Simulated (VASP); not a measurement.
Data:

```xyz
4
Lattice="1.6575 -2.8709 0.0000 1.6575 2.8709 0.0000 0.0000 0.0000 5.3142" Properties=species:S:1:pos:R:3 pbc="T T T"
Zn     1.6575    -0.9570     2.6571
Zn     1.6575     0.9570     0.0000
O      1.6575    -0.9570     4.6871
O      1.6575     0.9570     2.0300
```

These are PBE GGA + U (Dudarev), VASP's PBE PAW potentials (set 64) (plane waves; VASP) values and carry that method's errors. Run with 520 eV cut-off, 7×7×4 Γ-centred mesh, Gaussian smearing of 0.050 eV, potentials Zn O, U − J: Zn 3.00 eV.

Estimate the energy per atom (σ→0), pressure.

```json
{
  "energy per atom (σ→0)": "-4.414 eV/atom",
  "pressure": "-5.71 GPa"
}
```

The absolute energy has meaning only against runs of the same code, potentials and settings.

The compound is ZnO in the wurtzite structure. The cell was not relaxed at this level. The run is one of a series of settings (LDAU = .TRUE., LDAUJ = 0 0, LDAUL = 2 -1, LDAUTYPE = 2, LDAUU = 3.0 0 against the base run), some of them coarse on purpose.
